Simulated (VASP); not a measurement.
Level of theory: AM05 GGA, VASP's PBE PAW potentials (set 64) (plane waves; VASP).

VASP input:

INCAR:
```
LASPH  =  T   # aspherical one-centre terms
LREAL  =  F   # projection in real space or not
LMAXMIX  =  4   # l cut-off of mixed one-centre charges
LCHARG  =  F
SYSTEM  =  MgI2
ISMEAR  =  0
PREC  =  Accurate
EDIFF  =  1E-6
ALGO  =  Normal   # blocked Davidson
GGA  =  AM   # AM05
SIGMA  =  0.05
ENCUT  =  400
NELM  =  100   # most electronic steps
ISIF  =  2
LWAVE  =  F
```

POSCAR:
```
MgI2
1
    2.0750000000    -3.5940050000     0.0000000000
    2.0750000000     3.5940050000     0.0000000000
    0.0000000000     0.0000000000     6.8600000000
Mg I
1 2
Direct
  0.0000000000   0.0000000000   0.0000000000
  0.3333330000   0.6666670000   0.2420000000
  0.6666670000   0.3333330000   0.7580000000
```

KPOINTS:
```
Automatic mesh
0
Gamma
6 6 3
0 0 0
```

POTCAR, in this order: Mg I (PBE.64 set). Program: vasp_std.

Output

File OSZICAR:
```
       N       E                     dE             d eps       ncg     rms          rms(c)
DAV:   1     0.754863872892E+02    0.75486E+02   -0.51950E+03   408   0.853E+02
DAV:   2    -0.253141518989E+01   -0.78018E+02   -0.73009E+02   624   0.141E+02
DAV:   3    -0.784348765086E+01   -0.53121E+01   -0.52913E+01   516   0.455E+01
DAV:   4    -0.794089729450E+01   -0.97410E-01   -0.97383E-01   536   0.770E+00
DAV:   5    -0.794271676546E+01   -0.18195E-02   -0.18194E-02   536   0.106E+00    0.413E+00
DAV:   6    -0.780439611972E+01    0.13832E+00   -0.15282E-01   452   0.214E+00    0.271E+00
DAV:   7    -0.777411558949E+01    0.30281E-01   -0.13919E-01   456   0.210E+00    0.722E-01
DAV:   8    -0.777271168136E+01    0.14039E-02   -0.91052E-03   444   0.588E-01    0.254E-01
DAV:   9    -0.777284815668E+01   -0.13648E-03   -0.92631E-04   488   0.235E-01    0.833E-02
DAV:  10    -0.777283632697E+01    0.11830E-04   -0.28295E-05   504   0.439E-02    0.347E-02
DAV:  11    -0.777284795544E+01   -0.11628E-04   -0.17859E-05   444   0.311E-02    0.189E-02
DAV:  12    -0.777284919792E+01   -0.12425E-05   -0.11990E-06   392   0.734E-03    0.941E-03
DAV:  13    -0.777285023890E+01   -0.10410E-05   -0.11252E-06   344   0.666E-03    0.104E-02
DAV:  14    -0.777285003840E+01    0.20051E-06   -0.24530E-07   292   0.353E-03
   1 F= -.77728500E+01 E0= -.77728500E+01  d E =-.308301E-14
```

### OUTCAR
```
------------------------ aborting loop because EDIFF is reached ----------------------------------------
  FORCE on cell =-STRESS in cart. coord.  units (eV):
  Direction    XX          YY          ZZ          XY          YZ          ZX
  --------------------------------------------------------------------------------------
  Total        0.2119271      0.2119270      0.4992668     -0.0000000      0.0000000      0.0000000
  in kB        3.3185326      3.3185318      7.8179415     -0.0000000      0.0000000      0.0000000
  external PRESSURE =       4.8183353 kB  Pullay stress =       0.0000000 kB
  volume of cell :      102.32
      direct lattice vectors                 reciprocal lattice vectors
     2.075000000 -3.594005000  0.000000000     0.240963855 -0.139120563  0.000000000
     2.075000000  3.594005000  0.000000000     0.240963855  0.139120563  0.000000000
     0.000000000  0.000000000  6.860000000     0.000000000  0.000000000  0.145772595
 POSITION                                       TOTAL-FORCE (eV/Angst)
 -----------------------------------------------------------------------------------
      0.00000      0.00000      0.00000         0.000000     -0.000000      0.000000
      2.07500      1.19800      1.66012        -0.000000      0.000000     -0.054732
      2.07500     -1.19800      5.19988         0.000000     -0.000000      0.054732
 -----------------------------------------------------------------------------------
    total drift:                               -0.000000     -0.000000      0.000000
  FREE ENERGIE OF THE ION-ELECTRON SYSTEM (eV)
  ---------------------------------------------------
  free  energy   TOTEN  =        -7.7728500384 eV

  energy  without entropy=       -7.7728500384  energy(sigma->0) =       -7.77285004
```
(Selected blocks of OUTCAR.)

The compound is MgI2 in the 1T layered structure. The cell was not relaxed at this level. The run is one of a series of settings (GGA = AM against the base run), some of them coarse on purpose.
